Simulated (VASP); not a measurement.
Output of a VASP run:

OUTCAR:
```
 ion  position               nearest neighbor table
   1  0.000  0.000  0.000-
  LATTYP: Found a face centered cubic cell.
 ALAT       =     3.6287007904
 Subroutine PRICEL returns:
 Original cell was already a primitive cell.
 Subroutine GETGRP returns: Found 48 space group operations
The static configuration has the point symmetry O_h .
The dynamic configuration has the point symmetry O_h .
 Subroutine INISYM returns: Found 48 space group operations
 Subroutine IBZKPT returns following result:
 Found    145 irreducible k-points:

 Following reciprocal coordinates:
            Coordinates               Weight
  0.000000  0.000000  0.000000      1.000000
  0.062500  0.000000  0.000000      8.000000
  0.125000  0.000000  0.000000      8.000000
  0.187500  0.000000  0.000000      8.000000
  0.250000  0.000000  0.000000      8.000000
  0.312500  0.000000  0.000000      8.000000
  0.375000  0.000000  0.000000      8.000000
  0.437500  0.000000  0.000000      8.000000
  0.500000  0.000000  0.000000      4.000000
  0.062500  0.062500  0.000000      6.000000
  0.125000  0.062500  0.000000     24.000000
  0.187500  0.062500  0.000000     24.000000
  0.250000  0.062500  0.000000     24.000000
  0.312500  0.062500  0.000000     24.000000
  0.375000  0.062500  0.000000     24.000000
  0.437500  0.062500  0.000000     24.000000
  0.500000  0.062500  0.000000     24.000000
 -0.437500  0.062500  0.000000     24.000000
 -0.375000  0.062500  0.000000     24.000000
 -0.312500  0.062500  0.000000     24.000000
 -0.250000  0.062500  0.000000     24.000000
 -0.187500  0.062500  0.000000     24.000000
 -0.125000  0.062500  0.000000     24.000000
 -0.062500  0.062500  0.000000     12.000000
  0.125000  0.125000  0.000000      6.000000
  0.187500  0.125000  0.000000     24.000000
  0.250000  0.125000  0.000000     24.000000
  0.312500  0.125000  0.000000     24.000000
  0.375000  0.125000  0.000000     24.000000
  0.437500  0.125000  0.000000     24.000000
  0.500000  0.125000  0.000000     24.000000
 -0.437500  0.125000  0.000000     24.000000
 -0.375000  0.125000  0.000000     24.000000
 -0.312500  0.125000  0.000000     24.000000
 -0.250000  0.125000  0.000000     24.000000
 -0.187500  0.125000  0.000000     24.000000
 -0.125000  0.125000  0.000000     12.000000
  0.187500  0.187500  0.000000      6.000000
  0.250000  0.187500  0.000000     24.000000
  0.312500  0.187500  0.000000     24.000000
   k-points           NKPTS =    145   k-points in BZ     NKDIM =    145   number of bands    NBANDS=      9
   number of dos      NEDOS =    301   number of ions     NIONS =      1
   total plane-waves  NPLWV =   5832
   dimension x,y,z NGX =    18 NGY =   18 NGZ =   18
   dimension x,y,z NGXF=    36 NGYF=   36 NGZF=   36
   ions per type =               1
   PREC   = accura    normal or accurate (medium, high low for compatibility)
   ISTART =      0    job   : 0-new  1-cont  2-samecut
   ICHARG =      2    charge: 1-file 2-atom 10-const
   ISPIN  =      1    spin polarized calculation?
   LNONCOLLINEAR =      F non collinear calculations
   LSORBIT =      F    spin-orbit coupling
   INIWAV =      1    electr: 0-lowe 1-rand  2-diag
   ENCUT  =  480.0 eV  35.28 Ry    5.94 a.u.   4.58  4.58  4.58*2*pi/ulx,y,z
   NELM   =    100;   NELMIN=  2; NELMDL= -5     # of ELM steps
   EDIFF  = 0.1E-06   stopping-criterion for ELM
   LREAL  =      F    real-space projection
   NLSPLINE    = F    spline interpolate recip. space projectors
   LMAXMIX     =    4 max onsite mixed and CHGCAR
   VOSKOWN=      0    Vosko Wilk Nusair interpolation
   EDIFFG = 0.1E-05   stopping-criterion for IOM
   NSW    =      0    number of steps for IOM
   NBLOCK =      1;   KBLOCK =      1    inner block; outer block
   IBRION =     -1    ionic relax: 0-MD 1-quasi-New 2-CG
   NFREE  =      0    steps in history (QN), initial steepest desc. (CG)
...
```

### OSZICAR
```
       N       E                     dE             d eps       ncg     rms          rms(c)
DAV:   1     0.338936359224E+02    0.33894E+02   -0.54753E+03  2722   0.194E+03
DAV:   2    -0.421677119141E+01   -0.38110E+02   -0.36158E+02  2638   0.189E+02
DAV:   3    -0.462050943753E+01   -0.40374E+00   -0.40246E+00  3147   0.285E+01
DAV:   4    -0.462325985014E+01   -0.27504E-02   -0.27502E-02  3266   0.207E+00
DAV:   5    -0.462329054417E+01   -0.30694E-04   -0.30693E-04  3123   0.172E-01    0.765E+00
DAV:   6    -0.411559758155E+01    0.50769E+00   -0.17039E+01  2739   0.954E+01    0.398E+00
DAV:   7    -0.373947275025E+01    0.37612E+00   -0.26986E+00  2772   0.377E+01    0.561E-01
DAV:   8    -0.372924701311E+01    0.10226E-01   -0.54368E-03  2928   0.140E+00    0.317E-01
DAV:   9    -0.372749492484E+01    0.17521E-02   -0.12613E-02  2839   0.240E+00    0.342E-02
DAV:  10    -0.372749352118E+01    0.14037E-05   -0.60763E-05  3852   0.161E-01    0.903E-03
DAV:  11    -0.372749226888E+01    0.12523E-05   -0.12447E-06  2921   0.230E-02    0.564E-04
DAV:  12    -0.372749226522E+01    0.36578E-08   -0.29400E-08  1794   0.325E-03
   1 F= -.37274923E+01 E0= -.37274267E+01  d E =-.196724E-03
```

File OUTCAR:
```
------------------------ aborting loop because EDIFF is reached ----------------------------------------
  FORCE on cell =-STRESS in cart. coord.  units (eV):
  Direction    XX          YY          ZZ          XY          YZ          ZX
  --------------------------------------------------------------------------------------
  Total        0.0301668      0.0301668      0.0301668      0.0000000      0.0000000      0.0000000
  in kB        4.0461848      4.0461848      4.0461848      0.0000000      0.0000000      0.0000000
  external PRESSURE =       4.0461848 kB  Pullay stress =       0.0000000 kB
  volume of cell :       11.95
      direct lattice vectors                 reciprocal lattice vectors
     0.000000000  1.814350395  1.814350395    -0.275580726  0.275580726  0.275580726
     1.814350395  0.000000000  1.814350395     0.275580726 -0.275580726  0.275580726
     1.814350395  1.814350395  0.000000000     0.275580726  0.275580726 -0.275580726
 POSITION                                       TOTAL-FORCE (eV/Angst)
 -----------------------------------------------------------------------------------
      0.00000      0.00000      0.00000        -0.000000      0.000000      0.000000
 -----------------------------------------------------------------------------------
    total drift:                                0.000000     -0.000000      0.000000
  FREE ENERGIE OF THE ION-ELECTRON SYSTEM (eV)
  ---------------------------------------------------
  free  energy   TOTEN  =        -3.7274922652 eV

  energy  without entropy=       -3.7272955409  energy(sigma->0) =       -3.72742669
```
(Selected blocks of OUTCAR.)

POSCAR:
```
Cu
1
   -0.0000000000     1.8143503952     1.8143503952
    1.8143503952    -0.0000000000     1.8143503952
    1.8143503952     1.8143503952    -0.0000000000
Cu
1
Direct
  0.0000000000   0.0000000000   0.0000000000
```

Q: Write an INCAR and KPOINTS that could have produced this output.

A: One answer among several that fit: the input of the run itself, PBE GGA, plane waves, VASP's PBE PAW potentials (set 64).

**KPOINTS**
```
K-points
0
Gamma
 16 16 16
```

**INCAR**
```
SYSTEM  =  Cu
PREC  =  Accurate; ENCUT  =  480; LREAL  =  .FALSE.
LASPH  =  .TRUE.
EDIFF  =  1E-7; NELM  =  100; ALGO  =  Normal
LMAXMIX  =  4
ISMEAR  =  1; SIGMA  =  0.1
GGA  =  PE
ISIF  =  2
LWAVE  =  .FALSE.; LCHARG  =  .FALSE.
```

POTCAR, in this order: Cu (PBE.64 set). Program: vasp_std.

The compound is Cu in the fcc structure. It was relaxed first.
